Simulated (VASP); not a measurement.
Consider the following.

```
CELL_PARAMETERS angstrom
     -1.89477     5.68288     2.72160
      1.89477    -5.68288     2.72160
      1.89477     5.68288    -2.72160
ATOMIC_POSITIONS crystal
  Ga 0.66998 0.00976 0.66023
  Ga 0.34953 0.00976 0.33977
  Se 0.38101 0.22698 0.15402
  Se 0.07296 0.22698 0.84598
  Se 0.77653 0.27653 0.50000
```

These are LDA (Ceperley-Alder, Perdew-Zunger), VASP's LDA PAW potentials (set 64) (plane waves; VASP) values and carry that method's errors. Run with 400 eV cut-off, Gaussian smearing of 0.050 eV, potentials Ga_d Se.

Q: Estimate the band gap (along the path) with the smallest direct gap where there is one.

A: 
```
Item                                    Value
------------------------------------  -------
band gap (along the path)             0.49 eV
smallest direct gap (along the path)  0.60 eV
```

The structure comes from a computed database's Ga2Se3 entry (Imm2); how it stands against other phases isn't given here. It was relaxed first, which changed the volume by -7 %.
